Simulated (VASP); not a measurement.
## SbPd3: single point with LDA

The system is SbPd3.

```
Sb Pd
1.0
     0.00000    3.14041    3.14041
     3.14041    0.00000    3.14041
     3.14041    3.14041    0.00000
Sb Pd
1 3
Direct
  0.50000 0.50000 0.50000
  0.75000 0.75000 0.75000
  0.25000 0.25000 0.25000
  0.00000 0.00000 0.00000
```

The cell comes from a database or a generator and needn't be the stable form of this composition.

The cell isn't the ideal one: relaxed again under DFT LDA, scalar-relativistic, plane waves, PAW.

| Quantity | Value |
| --- | --- |
| Program | VASP 6.6.1 |
| Task | single point |
| Functional | LDA |
| Potentials or basis | VASP PAW LDA potentials, release 64 (Sb, Pd) |
| Cutoff | 520 eV |
| k mesh | 12 × 12 × 12 |
| Occupations | gaussian, width 0.1 eV |
| Spin | no spin polarisation |

```yaml
Pressure: 0.4 GPa
Band_gap_on_the_k_mesh: none (metal or under the smearing width)
```

Levels at points of the mesh, in eV from the Fermi level:
```csv
k point,band 13,band 14,band 15,band 16,band 17,band 18,band 19,band 20,band 21,band 22
"(0.00, 0.00, 0.00)",-1.50,-1.50,-1.36,-1.36,0.05,2.48,2.48,2.48,5.49,5.49
"(0.50, 0.00, 0.00)",-1.61,-1.61,-1.46,-1.46,-1.16,1.65,2.62,2.62,4.39,4.39
"(0.50, 0.50, 0.00)",-2.25,-1.76,-1.72,-1.56,-1.07,-1.07,-1.01,2.51,4.20,8.85
```

It took 2 min on 1 thread of Intel(R) Xeon(R) Platinum 8488C (Sapphire Rapids), on a shared host, peak memory 0.24 GiB.

Spin-orbit coupling is left out, which matters for the levels of Sb.
